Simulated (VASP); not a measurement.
OSZICAR of a VASP run on CdS (wurtzite):

OSZICAR:
```
       N       E                     dE             d eps       ncg     rms          rms(c)
DAV:   1     0.197510999393E+03    0.19751E+03   -0.17831E+04   924   0.151E+03
DAV:   2    -0.535546591305E+02   -0.25107E+03   -0.24445E+03  1014   0.361E+02
DAV:   3    -0.684341551428E+02   -0.14879E+02   -0.14820E+02  1122   0.877E+01
DAV:   4    -0.685992985642E+02   -0.16514E+00   -0.16503E+00  1070   0.937E+00
DAV:   5    -0.686019367116E+02   -0.26381E-02   -0.26380E-02  1110   0.114E+00    0.974E+00
DAV:   6    -0.615780263429E+02    0.70239E+01   -0.74721E+00  1050   0.374E+01    0.112E+01
DAV:   7    -0.594542715049E+02    0.21238E+01   -0.79169E-01   966   0.928E+00    0.836E+00
DAV:   8    -0.604147271430E+02   -0.96046E+00   -0.63918E-01   924   0.845E+00    0.102E+00
DAV:   9    -0.572531328418E+02    0.31616E+01   -0.13264E+00   936   0.828E+00    0.112E+00
DAV:  10    -0.576092608053E+02   -0.35613E+00   -0.12237E-01   942   0.284E+00    0.918E-01
DAV:  11    -0.576069035596E+02    0.23572E-02   -0.70455E-03  1146   0.780E-01    0.103E+00
DAV:  12    -0.579236492875E+02   -0.31675E+00   -0.10789E-01   966   0.210E+00    0.316E-01
DAV:  13    -0.581808970578E+02   -0.25725E+00   -0.17499E-01  1026   0.277E+00    0.337E-01
DAV:  14    -0.581633419987E+02    0.17555E-01   -0.18920E-02  1002   0.126E+00    0.183E-01
DAV:  15    -0.581763655033E+02   -0.13024E-01   -0.10134E-02   936   0.910E-01    0.128E-01
DAV:  16    -0.581815102527E+02   -0.51447E-02   -0.21074E-03   936   0.331E-01    0.154E-01
DAV:  17    -0.581812597822E+02    0.25047E-03   -0.41267E-04   936   0.218E-01    0.134E-01
DAV:  18    -0.581818764090E+02   -0.61663E-03   -0.21322E-03   924   0.379E-01    0.370E-02
DAV:  19    -0.581821402182E+02   -0.26381E-03   -0.25589E-04   948   0.172E-01    0.236E-02
DAV:  20    -0.581821210838E+02    0.19134E-04   -0.13830E-05  1086   0.290E-02    0.292E-02
DAV:  21    -0.581821349021E+02   -0.13818E-04   -0.16395E-05   972   0.283E-02    0.266E-02
DAV:  22    -0.581821530967E+02   -0.18195E-04   -0.20580E-05   942   0.394E-02    0.139E-02
DAV:  23    -0.581821572287E+02   -0.41320E-05   -0.13498E-05   984   0.265E-02    0.139E-02
DAV:  24    -0.581821580621E+02   -0.83340E-06   -0.19659E-06  1032   0.955E-03    0.731E-03
DAV:  25    -0.581821625789E+02   -0.45169E-05   -0.18994E-06   936   0.141E-02    0.121E-03
DAV:  26    -0.581821626827E+02   -0.10377E-06   -0.18696E-07   780   0.401E-03    0.144E-03
DAV:  27    -0.581821629318E+02   -0.24909E-06   -0.23348E-08   546   0.172E-03    0.965E-04
DAV:  28    -0.581821628093E+02    0.12250E-06   -0.57587E-08   510   0.193E-03    0.351E-04
DAV:  29    -0.581821628084E+02    0.87630E-09   -0.25234E-08   468   0.113E-03
   1 F= -.58182163E+02 E0= -.58182163E+02  d E =-.581822E+02
```

Q: Which electronic solver shows in the log?

A: It is blocked Davidson (ALGO = Normal, or the opening steps of other solvers). The INCAR had ALGO = Normal.

Q: Can the final energy be trusted as converged?

A: Self-consistency was reached. It stopped with EDIFF = 1E-7, NELM = 100, NSW = 30 and EDIFFG = -0.01 after 1 ionic step (r2SCAN+rVV10, plane waves, VASP's PBE PAW potentials (set 64)).

The compound is CdS in the wurtzite structure. This cell is one point of a volume scan, at 1.06 of the reference volume.
